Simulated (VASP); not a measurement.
An input for Quantum ESPRESSO's pw.x (written as the equivalent of a VASP run, and not itself run):

```
&CONTROL
  calculation = 'scf'
  pseudo_dir = './pseudo'
  outdir = './out'
  tprnfor = .true.
  tstress = .true.
/
&SYSTEM
  ibrav = 0
  nat = 4
  ntyp = 2
  ecutwfc = 102
  occupations = 'smearing'
  smearing = 'gaussian'
  degauss = 0.000735
  input_dft = 'pz'
/
&ELECTRONS
  conv_thr = 7.3e-08
  electron_maxstep = 100
/
ATOMIC_SPECIES
  Cd 112.414 Cd.upf
  Se 78.971 Se.upf
CELL_PARAMETERS angstrom
     4.3460900    0.0000000    0.0000000
    -2.1730450    3.7638240    0.0000000
     0.0000000    0.0000000    7.0898400
ATOMIC_POSITIONS crystal
  Cd   0.6666670  0.3333330  0.4999500
  Cd   0.3333330  0.6666670  0.9999500
  Se   0.6666670  0.3333330  0.8759100
  Se   0.3333330  0.6666670  0.3759100
K_POINTS automatic
  7 7 4 0 0 0
```

Write the VASP files for the same calculation (LDA).

This is not unique; one that fits is 
### KPOINTS
```
kpoints
0
Gamma
7 7 4
```

**INCAR**
```
SYSTEM=CdSe
PREC=Accurate
SIGMA=0.01   # width (eV)
ISIF=2   # forces and stress, cell fixed
ALGO=Normal   # blocked Davidson
ISMEAR=0
ENCUT=300   # plane-wave cut-off (eV)
LASPH=.TRUE.   # aspherical one-centre terms
EDIFF=1E-6   # SCF stop (eV)
LWAVE=.FALSE.
LMAXMIX=4   # l cut-off of mixed one-centre charges
LCHARG=.FALSE.
NELM=100
LREAL=.FALSE.
```

**POSCAR**
```
CdSe
1
    4.3460900000     0.0000000000     0.0000000000
   -2.1730450000     3.7638240000     0.0000000000
    0.0000000000     0.0000000000     7.0898400000
Cd Se
2 2
Direct
  0.6666670000   0.3333330000   0.4999500000
  0.3333330000   0.6666670000   0.9999500000
  0.6666670000   0.3333330000   0.8759100000
  0.3333330000   0.6666670000   0.3759100000
```

POTCAR, in this order: Cd Se (LDA.64 set). Program: vasp_std.

The two are equivalent in intent, not identical: the potentials are each code's own (VASP's PAW set, PseudoDojo norm-conserving files in pw.x), so ENCUT and ecutwfc are chosen apart and not converted; conv_thr bounds pw.x's estimated SCF error, while EDIFF bounds the energy change between steps.

The structure comes from a computed database's CdSe entry (P6_3mc); how it stands against other phases isn't given here. The cell was not relaxed at this level. The run is one of a series of settings (GGA removed, POTCAR Cd Se (LDA.64 set) against the base run), some of them coarse on purpose.
